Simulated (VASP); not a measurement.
```yaml
crystal:
  lattice:
    - [1.86150, -3.22421, 0.00000]
    - [1.86150, 3.22421, 0.00000]
    - [0.00000, 0.00000, 6.01800]
  atoms:
    - { symbol: Sn, position: [0.00000, 0.00000, 0.00000] }
    - { symbol: S, position: [0.33333, 0.66667, 0.25000] }
    - { symbol: S, position: [0.66667, 0.33333, 0.75000] }
```

Computed with PBE GGA, VASP's PBE PAW potentials (set 64) (plane waves; VASP). Settings: 520 eV cut-off, 6×6×4 Γ-centred mesh, Gaussian smearing of 0.050 eV, potentials Sn S.

Unless said otherwise, spin-orbit coupling is left out, though it shifts the bands of the heavy elements here.

### Question
What does the run give for the energy per atom (σ→0), pressure, band gap (on the k-mesh) with the smallest direct gap where there is one?

### Answer

The band gap (on the k-mesh) comes out as 1.35 eV and the smallest direct gap (on the k-mesh) is 1.62 eV. The energy per atom (σ→0) comes out as -424.6 kJ/mol-atom. The pressure comes out as -1.47 GPa.

Total energies compare only between runs with the same potentials, cut-off and functional.

The compound is SnS2 in the 1T layered structure. The cell was not relaxed at this level. The run is one of a series of settings (ENCUT = 520, POTCAR Sn S (PBE.64 set) against the base run), some of them coarse on purpose.
